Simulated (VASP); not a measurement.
Computed with PBE GGA, VASP's PBE PAW potentials (set 64) (plane waves; VASP 6.6.1).

VASP input:

### KPOINTS
```
Automatic mesh
0
Gamma
5 5 5
0 0 0
```

**POSCAR**
```
BaZrO3
1
    4.2342515985    -0.0000000000    -0.0000000000
    0.0000000000     4.2342515985     0.0000000000
    0.0000000000     0.0000000000     4.2342515985
Ba Zr O
1 1 3
Direct
  0.0000000000   0.0000000000   0.0000000000
  0.5000000000   0.5000000000   0.5000000000
  0.5000000000   0.0000000000   0.5000000000
  0.0000000000   0.5000000000   0.5000000000
  0.5000000000   0.5000000000   0.0000000000
```

**INCAR**
```
ALGO = Normal
EDIFF = 1E-6
EDIFFG = -0.02
ENCUT = 620
GGA = PE
IBRION = 2
ISIF = 3
ISMEAR = 0
LASPH = T
LCHARG = F
LMAXMIX = 4
LREAL = F
LWAVE = F
NELM = 100
NSW = 40
PREC = Accurate
SIGMA = 0.05
SYSTEM = BaZrO3
```

POTCAR, in this order: Ba_sv Zr_sv O (PBE.64 set). Program: vasp_std.

Q: What does the run give for the energy per atom (σ→0)?

A: 
- energy per atom (σ→0): -8.347 eV/atom

OSZICAR:
```
...
DAV:   8    -0.417323076644E+02    0.17406E-01   -0.37646E-01   656   0.488E+00    0.696E-01
DAV:   9    -0.417318871572E+02    0.42051E-03   -0.56848E-02   728   0.144E+00    0.498E-01
DAV:  10    -0.417338900627E+02   -0.20029E-02   -0.17742E-02   680   0.120E+00    0.279E-01
DAV:  11    -0.417334028120E+02    0.48725E-03   -0.27266E-03   656   0.459E-01    0.395E-02
DAV:  12    -0.417334617240E+02   -0.58912E-04   -0.18132E-04   592   0.108E-01    0.299E-02
DAV:  13    -0.417334645236E+02   -0.27997E-05   -0.31971E-05   768   0.392E-02    0.576E-03
DAV:  14    -0.417334652981E+02   -0.77447E-06   -0.32795E-06   600   0.152E-02
   1 F= -.41733465E+02 E0= -.41733465E+02  d E =-.417335E+02
```

The compound is BaZrO3 in the cubic perovskite structure. It was relaxed first.
